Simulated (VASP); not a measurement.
```
CELL_PARAMETERS angstrom
      0.00000     2.60888     2.60888
      2.60888     0.00000     2.60888
      2.60888     2.60888     0.00000
ATOMIC_POSITIONS crystal
  Mg 0.00000 0.00000 0.00000
  S  0.50000 0.50000 0.50000
```

These are LDA (Ceperley-Alder, Perdew-Zunger), VASP's LDA PAW potentials (set 64) (plane waves; VASP) values and carry that method's errors. Settings: 520 eV cut-off, 9×9×9 Γ-centred mesh, Gaussian smearing of 0.050 eV, potentials Mg S.

Task: Give the stress tensor in GPa (positive for a compressed cell).

Result: 
```
-4.41   0.00   0.00
 0.00  -4.41   0.00
 0.00   0.00  -4.41
```
The pressure is its mean diagonal, -4.41 GPa.

The compound is MgS in the rock salt structure. This cell is one point of a volume scan, at 1.06 of the reference volume.
